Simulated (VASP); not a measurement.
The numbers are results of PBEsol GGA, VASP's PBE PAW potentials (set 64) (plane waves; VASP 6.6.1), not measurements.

The input files of a VASP run:

INCAR:
```
SYSTEM = Li2Pd
PREC = Accurate
ENCUT = 400
EDIFF = 1E-6
NELM = 100
ALGO = Normal
LREAL = .FALSE.
LASPH = .TRUE.
ISMEAR = -1
SIGMA = 0.1
GGA = PS
LMAXMIX = 4
LWAVE = .FALSE.
LCHARG = .FALSE.
ISIF = 2
```

File POSCAR:
```
Li2Pd
1
    4.2051200000     0.0000000000     0.0000000000
   -2.1025600000     3.6417410000     0.0000000000
    0.0000000000     0.0000000000     2.6798600000
Li Pd
2 1
Direct
  0.3333330000   0.6666670000   0.5000000000
  0.6666670000   0.3333330000   0.5000000000
  0.0000000000   0.0000000000   0.0000000000
```

### KPOINTS
```
K-points
0
G
  4 4 5
0 0 0
```

POTCAR, in this order: Li_sv Pd (PBE.64 set). Program: vasp_std.

The run wrote:

File OUTCAR:
```
 ion  position               nearest neighbor table
   1  0.333  0.667  0.500-   2 2.43   2 2.43   2 2.43   3 2.77   3 2.77   3 2.77   3 2.77   3 2.77
                             3 2.77
   2  0.667  0.333  0.500-   1 2.43   1 2.43   1 2.43   3 2.77   3 2.77   3 2.77   3 2.77   3 2.77
                             3 2.77
   3  0.000  0.000  0.000-   1 2.77   2 2.77   1 2.77   2 2.77   2 2.77   2 2.77   1 2.77   1 2.77
                             2 2.77   2 2.77   1 2.77   1 2.77
  LATTYP: Found a hexagonal cell.
 ALAT       =     4.2051200000
 C/A-ratio  =     0.6372850240
 Subroutine PRICEL returns:
 Original cell was already a primitive cell.
 Subroutine GETGRP returns: Found 24 space group operations
The static configuration has the point symmetry D_6h.
The dynamic configuration has the point symmetry D_6h.
 Subroutine INISYM returns: Found 24 space group operations
 Subroutine IBZKPT returns following result:
 Found     12 irreducible k-points:

 Following reciprocal coordinates:
            Coordinates               Weight
  0.000000  0.000000  0.000000      1.000000
  0.250000  0.000000  0.000000      6.000000
  0.500000  0.000000  0.000000      3.000000
  0.250000  0.250000  0.000000      6.000000
...
```

File OSZICAR:
```
       N       E                     dE             d eps       ncg     rms          rms(c)
DAV:   1     0.601624409726E+02    0.60162E+02   -0.63724E+03   296   0.116E+03
DAV:   2    -0.418895013280E+01   -0.64351E+02   -0.59149E+02   308   0.236E+02
DAV:   3    -0.110680775097E+02   -0.68791E+01   -0.67538E+01   552   0.532E+01
DAV:   4    -0.111938052477E+02   -0.12573E+00   -0.12461E+00   352   0.965E+00
DAV:   5    -0.111974979804E+02   -0.36927E-02   -0.36925E-02   432   0.127E+00    0.564E+00
DAV:   6    -0.109616022402E+02    0.23590E+00   -0.29123E+00   324   0.165E+01    0.236E+00
DAV:   7    -0.107947973234E+02    0.16680E+00   -0.45836E-01   320   0.707E+00    0.841E-01
DAV:   8    -0.107831798637E+02    0.11617E-01   -0.29692E-02   428   0.116E+00    0.359E-01
DAV:   9    -0.107816944442E+02    0.14854E-02   -0.10015E-02   340   0.952E-01    0.756E-02
DAV:  10    -0.107817404096E+02   -0.45965E-04   -0.19853E-04   376   0.133E-01    0.247E-02
DAV:  11    -0.107817424918E+02   -0.20822E-05   -0.31477E-05   364   0.569E-02    0.496E-03
DAV:  12    -0.107817420823E+02    0.40942E-06   -0.13052E-06   260   0.118E-02
   1 F= -.10781742E+02 E0= -.10763014E+02  d E =-.374554E-01
```

OUTCAR:
```
------------------------ aborting loop because EDIFF is reached ----------------------------------------
  FORCE on cell =-STRESS in cart. coord.  units (eV):
  Direction    XX          YY          ZZ          XY          YZ          ZX
  --------------------------------------------------------------------------------------
  Total       -1.1552632     -1.1552634     -0.4220416     -0.0000000     -0.0000000      0.0000000
  in kB      -45.1016019    -45.1016082    -16.4765496     -0.0000000     -0.0000000      0.0000000
  external PRESSURE =     -35.5599199 kB  Pullay stress =       0.0000000 kB
  volume of cell :       41.04
      direct lattice vectors                 reciprocal lattice vectors
     4.205120000  0.000000000  0.000000000     0.237805342  0.137296969  0.000000000
    -2.102560000  3.641741000  0.000000000     0.000000000  0.274593937  0.000000000
     0.000000000  0.000000000  2.679860000     0.000000000  0.000000000  0.373153821
 POSITION                                       TOTAL-FORCE (eV/Angst)
 -----------------------------------------------------------------------------------
     -0.00000      2.42783      1.33993        -0.000000      0.000000      0.000000
      2.10256      1.21391      1.33993         0.000000      0.000000      0.000000
      0.00000      0.00000      0.00000         0.000000      0.000000      0.000000
 -----------------------------------------------------------------------------------
    total drift:                                0.000000      0.000000      0.000000
  FREE ENERGIE OF THE ION-ELECTRON SYSTEM (eV)
  ---------------------------------------------------
  free  energy   TOTEN  =       -10.7817420823 eV

  energy  without entropy=      -10.7442866893  energy(sigma->0) =      -10.76301439
```
(Selected blocks of OUTCAR.)

At this cut-off the stress carries a Pulay error, which pulls relaxed volumes low.

The structure comes from a computed database's Li2Pd entry (P6/mmm); how it stands against other phases isn't given here. The cell was not relaxed at this level. The k-mesh is coarse (spacing up to 0.47 per Å, 2π included), so the numbers may not be converged in it. The run is one of a series of settings (KPOINTS 4×4×5 Γ-centred mesh against the base run), some of them coarse on purpose.
